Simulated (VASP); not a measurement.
Data:

```xyz
2
Lattice="0.0000 3.0244 3.0244 3.0244 0.0000 3.0244 3.0244 3.0244 0.0000" Properties=species:S:1:pos:R:3 pbc="T T T"
Sn     3.0244     3.0244     3.0244
Sb     3.0244     0.0000     3.0244
```

All values below come from LDA (Ceperley-Alder, Perdew-Zunger) with spin-orbit coupling, VASP's LDA PAW potentials (set 64) (plane waves; VASP). Run with 400 eV cut-off, 9×9×9 Γ-centred mesh, Gaussian smearing of 0.050 eV, potentials Sn_d Sb.

Task: Estimate the energy per atom (σ→0), band gap (over mesh and band path) with the smallest direct gap where there is one.

Result: 
```json
{
  "band gap (over mesh and band path)": "none (metal, semimetal or under 0.01 eV)",
  "energy per atom (σ→0)": "-4.731 eV/atom"
}
```

Only differences to runs with the same potentials and settings are physical.

The structure comes from a computed database's SnSb entry (Fm-3m); how it stands against other phases isn't given here. It was relaxed first.
